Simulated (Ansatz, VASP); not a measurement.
# Cross-check of GeF2 between VASP and Ansatz

One calculation is typed for both programs; each brings its own data sets. How far apart do they land? Of the first pair: The structure shown is the start of the Ansatz relaxation below; VASP solves that cell, so the two are compared at the walk's first step.

Program: Ansatz 0.2.0. Level of theory: plane waves, with VASP 6.6.1 beside it; PBEsol. Results are calculated unless marked as measured.

### Step 1. Set-up

The cell holds 3 atoms: 1 Ge and 2 F. Cell: a = 3.300 Å, b = 3.300 Å, c = 27.600 Å, α = 90.0°, β = 90.0°, γ = 120.0°. Vacuum lies along c. The height across the vacuum is the one that the program set for its solve, not the one typed.

### Step 2. Ansatz: relaxation, PBEsol

Ansatz runs on its default PAW (the set named soft_2) files.

The two programs are compared at the cell with which this relaxation starts, whose forces are those of its first step.

input.yaml reads:

```yaml
crystal:
  lattice:
    - [3.3, 0.0, 0.0]
    - [-1.65, 2.85788, 0.0]
    - [0.0, 0.0, 20.0]
  atoms:
    - { symbol: Ge, position: [0.0, 0.0, 0.5] }
    - { symbol: F, position: [0.333333, 0.666667, 0.5475] }
    - { symbol: F, position: [0.666667, 0.333333, 0.4525] }
  periodic: [true, true, false]
kpoints:
  mp_grid: { grid: [9, 9, 1] }
hamiltonian:
  xc: pbesol
scf:
  occupations: { method: gaussian, width: 0.1 }
output:
  forces: true
  stress: true
  eigenvalues: true
relax:
  adjacent_minimum: "off"
  f_tol: 0.05
  max_steps: 80
  cell: { stress_2d_tol: 0.02 }
```

Run with:

```sh
$ ansatz run input.yaml --threads 8 --pin off --max-ram 14336MiB --backend cpu --events-out ev --progress --plain --runs-dir out
```

Numbers of over 12 decimals in the logs are rounded to 6 here.

Output:

```text
Warning: crystal.periodic: the lattice vector that does not repeat stood 0.000° off the slab's normal, 20.000 Å along it as the deck builds it. The run solves the slab on a vector along the normal, 27.600 Å long, with every atom where it was (on the deck's vector they left 18.10 Å outside them, and the widest stretch free of ions among them is 0.95 Å). A fractional position that the run reports is one of the run's ce [...]
Warning: the atoms were moved onto the symmetric positions of the space group found under crystal.symmetry.tolerance 1.0e-5 (fractional; no operation is sought that the atoms, as they stand in a round, miss by more than twice it, and no atom is moved by as much as it), and the run uses the moved positions. Before a round's move an operation carried an atom to 3.30e-6 Å from where it should land, the largest such dist [...]
The last accepted step is kept in <dir> (removed where the run ends without a failure and the disk answers)
[...]
SCF iter   4: F=—  HF=-5854.237958 eV  |F-HF|=—  |Δ(HF+E_count)|=   1.20e-3  Δρ=6.77e-6  dr2=1.81e-8  ethr=6.10e-9  ⟨swp⟩=2.6  Hψ=381  notcnv=0
SCF iter   5: F=—  HF=-5854.237992 eV  |F-HF|=—  |Δ(HF+E_count)|=   3.42e-5  Δρ=1.11e-6  dr2=1.07e-9  ethr=6.45e-11  ⟨swp⟩=3.5  Hψ=475  notcnv=0
SCF iter   6: F=—  HF=-5854.237994 eV  |F-HF|=—  |Δ(HF+E_count)|=   2.00e-6  Δρ=1.61e-7  dr2=5.26e-11  ethr=3.82e-12  ⟨swp⟩=2.2  Hψ=393  notcnv=0
SCF iter   7: F=—  HF=-5854.237994 eV  |F-HF|=—  |Δ(HF+E_count)|=   4.21e-8  Δρ=5.14e-8  dr2=6.07e-12  ethr=1.00e-12  ⟨swp⟩=2.2  Hψ=319  notcnv=0
SCF iter   8: F=-5854.237994 eV  HF=-5854.237994 eV  |F-HF|=2.58e-9  |Δ(HF+E_count)|=   1.39e-8  Δρ=1.13e-8  dr2=1.37e-13  ethr=1.00e-12  ⟨swp⟩=12.2  Hψ=1323  notcnv=0
SCF 10 converged in 8 iterations: F = -5854.237994 eV  dr2 = 1.37e-13
relax step  10: F+E_penalty+E_count = -5854.23799438 eV  Δ(F+E_penalty+E_count) = -5.704e-3 eV  max|allowed force component| = 3.611e-4 eV/Å  Δτ_max = 0.0000 Å  P = +0.045 N/m  Ω = 298.558 Å³  fix = [c, alpha, beta]  reactions: c +0.000 N/m  stress off target by 4.55e-2 N/m on what of the cell is left free  SCF on the basis re-selected at this cell (its energy is not comparable with the rows above)  (8 SCF iters)
[...]
relax step  11: F+E_penalty+E_count = -5854.23777190 eV  Δ(F+E_penalty+E_count) = +2.225e-4 eV  max|allowed force component| = 1.788e-4 eV/Å  Δτ_max = 0.0019 Å  P = +0.003 N/m  Ω = 299.018 Å³  energy of the carried Pulay correction = -2.471e-4 eV  fix = [c, alpha, beta]  reactions: c +0.000 N/m  (7 SCF iters, dr2 threshold 3.65e-9 eV, accepted)
[...]
relax step  12: F+E_penalty+E_count = -5854.23803619 eV  Δ(F+E_penalty+E_count) = -2.643e-4 eV  max|allowed force component| = 1.505e-4 eV/Å  Δτ_max = 0.0000 Å  P = +0.004 N/m  Ω = 299.018 Å³  fix = [c, alpha, beta]  reactions: c +0.000 N/m  stress off target by 4.48e-3 N/m on what of the cell is left free  SCF on the basis re-selected at this cell (its energy is not comparable with the rows above)  (7 SCF iters)
basis re-selected at this cell: Δ(F+E_penalty+E_count) = -2.643e-4 eV, ΔP = +0.002 N/m vs the last step (what re-selecting the basis moved, of the pressure what is left beyond the Pulay correction that the steps carried, after the strain that the cell walked since its last selection, with what the two solves' SCF thresholds leave and, on support functions, any second-order correction that the steps lacked; it is no m [...]
SCF converged after 7 iterations
Free energy (F): -5854.238036 eV
Harris-Foulkes:  -5854.238036 eV  (|F-HF|=2.00e-11)
Internal energy: -5854.238036 eV  (E = F + TS)
E sigma→0 (E₀):  -5854.238036 eV
Fermi energy:    -5.414451 eV
--- Per-component energies (eV) ---
  E_band       = -568.063062
  E_kinetic    = 518.489184
  E_local      = -42551.289147  (includes V_loc(G=0)·N_el)
  E_nonlocal   = 559.724853
  E_hartree    = 20798.772175
  E_xc         = -230.911406
  E_vxc        = -265.370228  (∫ρ·V_xc dr)
  E_paw        = -2356.644410  (= ΣΔE_a)
  E_vpaw       = -427.166607  (= ΣTr[D̂ρ^β])
  E_aug_tail   = 0.004525  (compensation charges beyond the density's cutoff)
  E_ewald      = 17406.613369
  E_core_change = 1.002821  (= ΣΔE_core)
  E_smearing   = -0.000000  (= −TS)
  E_closure    = 0.000000  (closes the sum)
  Σ components = -5854.238036   (vs F -5854.238036, Δ=0.00e0)
--- Forces (eV/Å), atoms counted from 1 ---
  atom   1  Ge     0.00000000     0.00000000     0.00000000
  atom   2  F     -0.00000000    -0.00000000    -0.00015052
  atom   3  F      0.00000000     0.00000000     0.00015052
  max |Σ_I F_I| component: 1.85e-17 eV/Å
--- 2D stress c σ (N/m, compression-positive) ---
        0.004483       0.000000       0.000000
       -0.000000       0.004483      -0.000000
        0.000000      -0.000000       0.000000
  P = ½ c Tr σ = 0.0045 N/m
--- Band table (eV; the first three rows and the last of 12) ---
  k-point 0: bands = ["-30.5191", "-30.4728", "-30.4728", "-30.4658", "-30.4658", "-29.0813", "-28.5179", "-13.2316", "-10.4587", "-10.4587", "-10.3541", "-10.3541", "-9.7128", "-8.7789", "-4.1553", "-0.3043", "-0.2806", "-0.2806"]
  k-point 1: bands = ["-30.5147", "-30.4895", "-30.4727", "-30.4668", "-30.4637", "-29.0535", "-28.4977", "-13.3831", "-10.8104", "-10.6884", "-10.2971", "-10.1992", "-9.6469", "-8.4696", "-3.9176", "-0.8028 (-0.8028°)", "-0.1785", "0.0123"]
  k-point 2: bands = ["-30.5375", "-30.4989", "-30.4731", "-30.4681", "-30.4579", "-28.9749", "-28.4544", "-13.7487", "-11.2844", "-10.9856", "-10.2865", "-10.0867", "-9.6007", "-7.8584", "-3.3671", "-1.4052", "0.0676", "0.5601"]
  k-point 11: bands = ["-30.5546", "-30.5546", "-30.4769", "-30.4642", "-30.4642", "-28.5600", "-28.5600", "-14.4272", "-11.7419", "-11.7419", "-10.8028", "-9.6947", "-9.6947", "-6.6763", "-1.6010", "-0.9987", "-0.9987", "3.7229"]
  ° read free of the cell's end (the report's vacuum.weakly_bound_levels)
--- Relaxed structure (9 steps of the walk, 9 accepted, 3 SCFs on fresh bases) ---
  F+E_penalty+E_count = -5854.23803619 eV   max|allowed force component| = 1.505e-4 eV/Å   (the final SCF, on the basis selected at the relaxed cell)
  cell:  # Å, volume = 299.0185 Å³
    - [3.536952, 0.0, 0]
    - [-1.768476, 3.063090, 0]
    - [0, 0, 27.6]
  atoms:
    - { symbol: Ge, position: [0, 0, 0.362319] }
    - { symbol: F, position: [0.333333, 0.666667, 0.397481] }
    - { symbol: F, position: [0.666667, 0.333333, 0.327157] }
```

### Step 3. VASP: single point, PBEsol, start cell, pair 1

The same cell, functional, mesh and smearing now go to VASP, with its own data sets.

Lines of VASP's logs that name or quote its potential files are left out, and so is its time.

INCAR reads:

```
SYSTEM = GeF2
PREC = Accurate
ENCUT = 520
EDIFF = 1E-06
NELM = 120
ISMEAR = 0
SIGMA = 0.1
LREAL = .FALSE.
ALGO = Normal
GGA = PS
NBANDS = 20
LORBIT = 11
LWAVE = .FALSE.
LCHARG = .FALSE.
ISIF = 2
LDIPOL = .TRUE.
IDIPOL = 3
DIPOL = 0.5 0.5 0.362
LVHAR = .TRUE.
LASPH = .TRUE.
GGA_COMPAT = .FALSE.
EFERMI = MIDGAP
NELMDL = -8
KPAR = 2
```

POSCAR reads:

```
GeF2
1.0
    3.2999980000      0.0000000000      0.0000000000
   -1.6499990000      2.8578820000      0.0000000000
    0.0000000000      0.0000000000     27.6000000000
Ge F
1 2
Direct
    0.0000000000      0.0000000000      0.3623188406
    0.3333333333      0.6666666667      0.3967391304
    0.6666666667      0.3333333333      0.3278985507
```

KPOINTS reads:

```
Automatic mesh
0
Gamma
9 9 1
0 0 0
```

The projector-augmented-wave data sets are Ge_d and F (PBE family, release 64).

Run with:

```sh
$ mpirun -np 2 vasp_std
```

Output:

```text
[banner, memory and clock lines left out]
running    2 mpi-ranks, on    1 nodes
 distrk:  each k-point on    1 cores,    2 groups
 distr:  one band on    1 cores,    1 groups

 POSCAR found type information on POSCAR GeF
 POSCAR found :  2 types and       3 ions
|                                                                             |
|               ----> ADVICE to this user running VASP <----                  |
|                                                                             |
|     You enforced a specific xc type in the INCAR file but a different       |
|     [... a line on the potential file left out ...]
|     I HOPE YOU KNOW WHAT YOU ARE DOING!                                     |
|                                                                             |

 LDA part: xc-table for (Slater+PW92), standard interpolation
 POSCAR, INCAR and KPOINTS ok, starting setup
 FFT: planning ... GRIDC
 FFT: planning ... GRID_SOFT
 FFT: planning ... GRID
 WAVECAR not read
 entering main loop
       N       E                     dE             d eps       ncg     rms          rms(c)
DAV:   1     0.281911424207E+03    0.28191E+03   -0.12675E+04   508   0.139E+03
DAV:   2     0.289103463328E+02   -0.25300E+03   -0.24294E+03   668   0.332E+02
DAV:   3    -0.138317569183E+02   -0.42742E+02   -0.41141E+02   664   0.154E+02
DAV:   4    -0.149954016688E+02   -0.11636E+01   -0.11619E+01   648   0.303E+01
DAV:   5    -0.150204536442E+02   -0.25052E-01   -0.25047E-01   648   0.428E+00
DAV:   6    -0.150210011553E+02   -0.54751E-03   -0.54751E-03   708   0.539E-01
DAV:   7    -0.150210093647E+02   -0.82095E-05   -0.82093E-05   656   0.615E-02
DAV:   8    -0.150210096738E+02   -0.30906E-06   -0.30908E-06   616   0.112E-02    0.656E+00
DAV:   9    -0.138793204565E+02    0.11417E+01   -0.60198E+00   656   0.290E+01    0.233E+00
DAV:  10    -0.138794016580E+02   -0.81202E-04   -0.22497E-01   504   0.422E+00    0.144E+00
DAV:  11    -0.138760938185E+02    0.33078E-02   -0.54368E-02   540   0.411E+00    0.284E-01
DAV:  12    -0.138748906280E+02    0.12032E-02   -0.93706E-03   756   0.232E+00    0.774E-02
DAV:  13    -0.138751751978E+02   -0.28457E-03   -0.16149E-03   552   0.487E-01    0.363E-02
DAV:  14    -0.138751869971E+02   -0.11799E-04   -0.12779E-04   712   0.300E-01    0.158E-02
DAV:  15    -0.138752126029E+02   -0.25606E-04   -0.29328E-05   632   0.177E-01    0.754E-03
DAV:  16    -0.138752669627E+02   -0.54360E-04   -0.34381E-05   632   0.474E-02    0.637E-03
DAV:  17    -0.138753488476E+02   -0.81885E-04   -0.78929E-06   572   0.442E-02    0.411E-03
DAV:  18    -0.138754047390E+02   -0.55891E-04   -0.68030E-06   504   0.188E-02    0.163E-03
DAV:  19    -0.138754366134E+02   -0.31874E-04   -0.81172E-07   492   0.124E-02    0.142E-03
DAV:  20    -0.138754605634E+02   -0.23950E-04   -0.99703E-07   476   0.501E-03    0.506E-04
DAV:  21    -0.138754716411E+02   -0.11078E-04   -0.40603E-07   532   0.528E-03    0.495E-04
DAV:  22    -0.138754728652E+02   -0.12241E-05   -0.10073E-08   488   0.220E-03    0.296E-04
DAV:  23    -0.138754755076E+02   -0.26424E-05   -0.45971E-08   476   0.161E-03    0.208E-04
DAV:  24    -0.138754760991E+02   -0.59148E-06   -0.12346E-08   480   0.896E-04
   1 F= -.13875476E+02 E0= -.13875476E+02  d E =-.298508E-37
```

From OUTCAR (step 3):

```text
ion  position               nearest neighbor table
   1  0.000  0.000  0.362-   2 2.13   3 2.13   2 2.13   2 2.13   3 2.13   3 2.13
   2  0.333  0.667  0.397-   1 2.13   1 2.13   1 2.13
   3  0.667  0.333  0.328-   1 2.13   1 2.13   1 2.13

  LATTYP: Found a hexagonal cell.
 ALAT       =     3.2999980000
 C/A-ratio  =     8.3636414325

 Subroutine GETGRP returns: Found 12 space group operations
 (whereof  6 operations were pure point group operations)

The static configuration has the point symmetry C_3v.
 The point group associated with its full space group is D_3d.

 Found     12 irreducible k-points:

   k-points           NKPTS =     12   k-points in BZ     NKDIM =     12   number of bands    NBANDS=     20

   dimension x,y,z NGX =    28 NGY =   28 NGZ =  210
   dimension x,y,z NGXF=    56 NGYF=   56 NGZF=  420

   ENCUT  =  520.0 eV  38.22 Ry    6.18 a.u.   6.14  6.14 51.32*2*pi/ulx,y,z

   NELECT =      28.0000    total number of electrons

 k-points in reciprocal lattice and weights: Automatic mesh
   0.00000000  0.00000000  0.00000000       0.012
   0.11111111  0.00000000  0.00000000       0.074
   0.22222222  0.00000000  0.00000000       0.074
   0.33333333  0.00000000  0.00000000       0.074
   0.44444444  0.00000000  0.00000000       0.074
   0.11111111  0.11111111  0.00000000       0.074
   0.22222222  0.11111111  0.00000000       0.148
   0.33333333  0.11111111  0.00000000       0.148
   0.44444444  0.11111111  0.00000000       0.074
   0.22222222  0.22222222  0.00000000       0.074
   0.33333333  0.22222222  0.00000000       0.148
   0.33333333  0.33333333  0.00000000       0.025

 dipolmoment           0.000000      0.000000      0.000000 electrons x Angstroem

 average (electrostatic) potential at core
       1 -82.8516       2 -84.0869       3 -84.0869

 E-fermi :  -3.2122

 k-point     1 :       0.0000    0.0000    0.0000
  band No.  band energies     occupation
    ...
     10      -9.5433      2.00000
     11      -9.4370      2.00000
     12      -9.4370      2.00000
     13      -8.8057      2.00000
     14      -6.9168      2.00000
     15      -2.3164      0.00000
     16       1.0728      0.00000
     17       1.2717      0.00000
     18       1.4366      0.00000
     19       1.8695      0.00000
    ...

 k-point     2 :       0.1111    0.0000    0.0000
  band No.  band energies     occupation
    ...
     10      -9.8240      2.00000
     11      -9.4228      2.00000
     12      -9.2553      2.00000
     13      -8.7098      2.00000
     14      -6.4919      2.00000
     15      -2.0090      0.00000
     16       1.1700      0.00000
     17       1.4968      0.00000
     18       1.6241      0.00000
     19       2.0570      0.00000
    ...

 k-point     3 :       0.2222    0.0000    0.0000
  band No.  band energies     occupation
    ...
     10     -10.1868      2.00000
     11      -9.4810      2.00000
     12      -9.1362      2.00000
     13      -8.6488      2.00000
     14      -5.6626      2.00000
     15      -1.3062      0.00000
     16       0.9116      0.00000
     17       2.1178      0.00000
     18       2.1661      0.00000
     19       2.3869      0.00000
    ...

  Total        6.0885945      6.0885940      2.4631904      0.0000000      0.0000000      0.0000000
  in kB       37.4766342     37.4766315     15.1614773      0.0000000      0.0000000      0.0000000
  external PRESSURE =      30.0382477 kB  Pullay stress =       0.0000000 kB

  energy-cutoff  :      520.00
  volume of cell :      260.30
      direct lattice vectors                 reciprocal lattice vectors
     3.299998000  0.000000000  0.000000000     0.303030487  0.174954739  0.000000000
    -1.649999000  2.857882000  0.000000000     0.000000000  0.349909478  0.000000000
     0.000000000  0.000000000 27.600000000     0.000000000  0.000000000  0.036231884

 POSITION                                       TOTAL-FORCE (eV/Angst)
 -----------------------------------------------------------------------------------
      0.00000      0.00000     10.00000         0.000000      0.000000      0.000000
     -0.00000      1.90525     10.95000        -0.000000      0.000000      1.350369
      1.65000      0.95263      9.05000         0.000000     -0.000000     -1.350369
 -----------------------------------------------------------------------------------
    total drift:                                0.000000      0.000000      0.000041

  FREE ENERGIE OF THE ION-ELECTRON SYSTEM (eV)
  ---------------------------------------------------
  free  energy   TOTEN  =       -13.8754760991 eV

  energy  without entropy=      -13.8754760991  energy(sigma->0) =      -13.87547610

 vacuum level on the upper side and lower side of the slab         1.341         1.341

 total charge
# of ion       s       p       d       tot
------------------------------------------
    1        1.494   0.511  10.106  12.110
    2        1.751   4.331   0.000   6.082
    3        1.751   4.331   0.000   6.082
--------------------------------------------------
tot          4.996   9.173  10.106  24.275

[... 3 further parts left out ...]
```

The run ends at a pressure of 3.00 GPa, with forces up to 1.4 eV/Å.

### Step 4. Differences

Known differences besides the potentials themselves: Ansatz cuts the interaction across the vacuum, VASP repeats the sheet with a dipole correction (LDIPOL); Ansatz makes its cores anew for this functional, VASP keeps those of its PBE data sets; Ansatz takes its cutoff from its data sets, VASP runs at 520 eV. Total energies have different zeros and are not compared.

Forces (eV/Å; atoms numbered as in POSCAR):

| atom | Ansatz x, y, z | VASP x, y, z |
| --- | --- | --- |
| Ge1 | 0.000, 0.000, 0.000 | 0.000, 0.000, 0.000 |
| F2 | 0.000, 0.000, 1.324 | 0.000, 0.000, 1.350 |
| F3 | 0.000, 0.000, -1.324 | 0.000, 0.000, -1.350 |

The forces differ by 12 meV/Å r.m.s., which is 1.9 % of the r.m.s. force of 0.637 eV/Å (both taken over all components). Where the cell holds vacuum, a pressure given here is an average over it and none of the material.

### Step 5. Ansatz: relaxation, PBEsol

This run makes the geometry at which the two programs are then compared. This pair takes another cell of the material, with 6 atoms against 3 for the pair before.

The structure compared here is the end of the Ansatz relaxation.

input.yaml reads:

```yaml
crystal:
  lattice:
    - [4.9289011941, 0.0, 0.0]
    - [0.0, 5.2475688329, 0.0]
    - [0.0, 0.0, 27.6]
  atoms:
    - { symbol: Ge, position: [0.0608708186, 0.0, 0.3623188406] }
    - { symbol: Ge, position: [0.4391291814, 0.5, 0.3623188406] }
    - { symbol: F, position: [0.1718511391, 0.3451853073, 0.401347735] }
    - { symbol: F, position: [0.3281488609, 0.8451853073, 0.401347735] }
    - { symbol: F, position: [0.3281488609, 0.1548146927, 0.3232899461] }
    - { symbol: F, position: [1.1718511391, 0.6548146927, 0.3232899461] }
  periodic: [true, true, false]
kpoints:
  mp_grid: { grid: [6, 4, 1] }
hamiltonian:
  xc: pbesol
scf:
  occupations: { method: fixed }
output:
  forces: true
  stress: true
  eigenvalues: true
relax:
  adjacent_minimum: "off"
  f_tol: 0.001
  max_steps: 60
  cell: { stress_2d_tol: 0.002 }
```

Run with:

```sh
$ ansatz run input.yaml --threads 8 --pin off --max-ram 14336MiB --backend cpu --events-out ev --progress --plain --runs-dir out
```

Output:

```text
[...]
Crystal: 6 atoms, lattice volume = 713.867 Å³
Basis set: ecut = 420 eV, 13929 PW (Γ), exchange–correlation on 72×72×384 points (8 copies of the dense FFT grid, shifted against one another)
Bands: 34, of which v1, the nominal top of the filled ones, is band 28 counted from 1 (27 counted from 0)
Symmetry: 4 space group operations
[...]
k-points: 12 of 24
[...]
cell:  # Å, volume = 714.0968 Å³
    - [4.930726, 0.0, 0.0]
    - [0.0, 5.247315, 0]
    - [0.0, 0, 27.6]
  atoms:
    - { symbol: Ge, position: [0.060926, 0.0, 0.362319] }
    - { symbol: Ge, position: [0.439074, 0.500000, 0.362319] }
    - { symbol: F, position: [0.171878, 0.345170, 0.401349] }
    - { symbol: F, position: [0.328122, 0.845170, 0.401349] }
    - { symbol: F, position: [0.328122, 0.154830, 0.323289] }
    - { symbol: F, position: [1.171878, 0.654830, 0.323289] }
[key lines of the parts left out:]
SCF converged after 8 iterations
Free energy (F): -11709.672635 eV
Fermi energy:    -7.025104 eV
P = ½ c Tr σ = -0.0002 N/m
```

(Part 1 of 2 ends here.)

[Lines on the potential files, build, host, timing and source positions are cut from VASP's logs without a mark.]

[Logs are printed without paths, hosts, clocks, repeated set-up lines and the standing remarks that a program may print on its own settings, such as how far it seeks lower states.]

[Hosts, paths, dates, database ids (printed as entryN), source tags and the programs' standing remarks are cut or masked in the printed files.]
